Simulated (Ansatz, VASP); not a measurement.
# Cross-check of C between VASP and Ansatz, part 3 of 3

Aim: how closely do two programs agree when they are given the same cell, functional and k mesh? Of the first pair: The structure shown is frame 165 of Ansatz's trajectory.

VASP 6.6.1 and Ansatz 0.2.0.

So far. Step 6 (VASP: single point, PBEsol, pair 2): The run ends at a pressure of -14.50 GPa, with forces up to 12 eV/Å.

### Step 9. VASP: single point, PBEsol, pair 3

Level of this step: PBEsol; plane waves and PAW (C) (VASP).

The same cell, functional, mesh and smearing now go to VASP, with its own data sets.

The input, INCAR:

```
SYSTEM = C
PREC = Accurate
ENCUT = 520
EDIFF = 1E-06
NELM = 120
ISMEAR = -1
SIGMA = 0.1
LREAL = Auto
ALGO = Normal
GGA = PS
NBANDS = 100
LORBIT = 11
LWAVE = .FALSE.
LCHARG = .FALSE.
ISIF = 2
LASPH = .TRUE.
GGA_COMPAT = .FALSE.
EFERMI = MIDGAP
```

The input, POSCAR:

```
C
1.0
    6.5121219206      0.0000000000      0.0000000000
    0.0000000000      6.5121219206      0.0000000000
    0.0000000000      0.0000000000      6.5121219206
C
36
Direct
    0.1608749057      0.5020799733      0.9852894461
    0.9152310097      0.7907505515      0.8287472295
    0.9052929279      0.2028311227      0.3103593613
    0.2394304067      0.3199686716      0.1488616171
    0.9911322299      0.8295105752      0.6147939257
    0.4482674059      0.1356402859      0.7703400000
    0.2578537411      0.0712495874      0.4479129899
    0.1261499723      0.0099697273      0.6340626067
    0.5406451296      0.3334415459      0.3888454533
    0.0446272357      0.1506797771      0.8105797257
    0.4041252655      0.7029470664      0.4730869657
    0.2754770291      0.8492860035      0.9912838056
    0.7598506386      0.6182694441      0.7788785379
    0.2560810471      0.4078641390      0.6483660858
    0.2660174396      0.0142388427      0.8331757400
    0.1028426691      0.3747749243      0.8039092425
    0.8676466733      0.0482851832      0.9134832045
    0.7722545711      0.5592670169      0.5303870293
    0.3975641168      0.2408417868      0.5539533878
    0.6406788711      0.7010942141      0.1560191920
    0.5711249030      0.5734848096      0.4039251771
    0.5780387784      0.3457905161      0.9729472324
    0.7716418798      0.3163031997      0.4214523367
    0.4578868511      0.8654314321      0.1423351730
    0.6389759054      0.1436329189      0.9029164490
    0.4776959089      0.2741507333      0.1695825130
    0.6599082530      0.5537050817      0.9591529575
    0.8691386601      0.7831507245      0.2044127884
    0.3266380799      0.6212495788      0.6647381687
    0.3626741067      0.8789770938      0.3652645066
    0.3260112489      0.6470391758      0.8884558782
    0.0458719913      0.7356832471      0.0257562867
    0.5826709092      0.0577300431      0.1174328566
    0.9246085982      0.7195852684      0.4419086490
    0.1263347047      0.2050859944      0.2822324309
    0.8259802237      0.0169534724      0.1723378361
```

The input, KPOINTS:

```
Automatic mesh
0
Gamma
1 1 1
0 0 0
```

PAW data sets: C (PBE family, release 64).

Launch:

```console
> mpirun -np 4 vasp_gam
```

Numbers of over 12 decimals in the logs are rounded to 6 here.

What it wrote:

```text
[... set-up lines as in an earlier step ...]
 entering main loop
       N       E                     dE             d eps       ncg     rms          rms(c)
DAV:   1     0.935821677819E+03    0.93582E+03   -0.85587E+04   200   0.145E+03
DAV:   2    -0.240568274512E+03   -0.11764E+04   -0.10938E+04   244   0.328E+02
DAV:   3    -0.331965060399E+03   -0.91397E+02   -0.88925E+02   248   0.879E+01
DAV:   4    -0.334766235663E+03   -0.28012E+01   -0.27753E+01   248   0.162E+01
[...]
DAV:  14    -0.322377597301E+03   -0.84190E-05   -0.10103E-05   248   0.990E-03    0.376E-03
DAV:  15    -0.322377598882E+03   -0.15815E-05   -0.19075E-06   176   0.449E-03    0.124E-03
DAV:  16    -0.322377599085E+03   -0.20233E-06   -0.32317E-07   160   0.182E-03
   1 F= -.32237760E+03 E0= -.32237742E+03  d E =-.357683E-03
```

OUTCAR, selected parts (step 9):

```text
  Total      -25.3056982    -26.1339204    -54.4728646     14.5915247     -0.5535514      2.9522080
  in kB     -146.8119268   -151.6168877   -316.0263012     84.6532601     -3.2114488     17.1273416
  external PRESSURE =    -204.8183719 kB  Pullay stress =       0.0000000 kB

 POSITION                                       TOTAL-FORCE (eV/Angst)
 -----------------------------------------------------------------------------------
      1.04764      3.26961      6.41633         1.114207      0.050946      0.148825
      5.96010      5.14946      5.39690        -1.879850     -0.257538     -0.949586
      5.89538      1.32086      2.02110        -0.403873     -1.215557     -0.877439
      1.55920      2.08368      0.96940         0.522631      0.196027      0.457517
      6.45437      5.40187      4.00361         1.403754      0.544683     -1.130036
      2.91917      0.88331      5.01655         1.191498      0.825626     -1.029444
      1.67917      0.46399      2.91686        -1.704712      0.605572     -0.522450
      0.82150      0.06492      4.12909         0.248871     -0.280136     -0.182605
      3.52075      2.17141      2.53221         1.625765      1.273086      0.505245
      0.29062      0.98125      5.27859         1.552930      0.197298     -0.161167
      2.63171      4.57768      3.08080         0.281902      1.744964      0.910908
      1.79394      5.53065      6.45536         0.399979     -0.811771     -0.748823
      4.94824      4.02625      5.07215         1.605367      0.654730      1.363716
      1.66763      2.65606      4.22224        -0.175512      0.640975      1.254035
[...]
-----------------------------------------------------------------------------------
    total drift:                               -0.025149      0.002660     -0.009089

  FREE ENERGIE OF THE ION-ELECTRON SYSTEM (eV)
  ---------------------------------------------------
  free  energy   TOTEN  =      -322.3775990845 eV

  energy  without entropy=     -322.3772414019  energy(sigma->0) =     -322.37742024

[... 2 parts as in an earlier step ...]

[... 1 further part left out ...]
[key lines of the parts left out:]
E-fermi :   6.2142
```

The run ends at a pressure of -20.48 GPa, with forces up to 3.7 eV/Å.

### Step 10. Differences

Forces on 10 of the 36 atoms, those with the largest forces and the largest differences (eV/Å; atoms numbered as in POSCAR):

```csv
atom,"Ansatz x, y, z","VASP x, y, z"
C3,"-0.422, -1.260, -0.911","-0.404, -1.216, -0.877"
C15,"-0.812, 1.320, -0.369","-0.778, 1.298, -0.330"
C20,"0.024, -3.490, 0.143","0.012, -3.522, 0.186"
C21,"0.544, -0.342, -2.186","0.526, -0.293, -2.227"
C22,"0.601, 2.380, 1.611","0.618, 2.398, 1.583"
C24,"0.799, 1.407, 2.893","0.786, 1.392, 2.868"
C27,"-1.806, -1.309, -1.303","-1.806, -1.340, -1.340"
C29,"-0.698, -1.753, 2.671","-0.684, -1.732, 2.660"
C31,"-1.590, -0.694, -3.200","-1.568, -0.699, -3.236"
C36,"-1.611, 2.712, -2.035","-1.598, 2.717, -2.014"
```

The forces differ by 23 meV/Å r.m.s., which is 1.9 % of the r.m.s. force of 1.225 eV/Å (both taken over all components).

### Step 11. Results

```
r.m.s. force difference (single point, PBEsol, pair 1) : 0.85 % of the r.m.s. force
r.m.s. force difference (single point, PBEsol, pair 2) : 1.1 % of the r.m.s. force
r.m.s. force difference (single point, PBEsol, pair 3) : 1.9 % of the r.m.s. force
```

What this shows: The r.m.s. force difference is 1.9 % of the r.m.s. force (single point, PBEsol, pair 3), within the 3 % picked in this series as the mark of a large difference. 6 further runs of this series are not shown here. How closely two codes agree says nothing of how well the functional describes the real material.

[Lines on the potential files, build, host, timing and source positions are cut from VASP's logs without a mark.]

[Logs are printed without paths, hosts, clocks, repeated set-up lines and the standing remarks that a program may print on its own settings, such as how far it seeks lower states.]

[Hosts, paths, dates, database ids (printed as entryN), source tags and the programs' standing remarks are cut or masked in the printed files.]
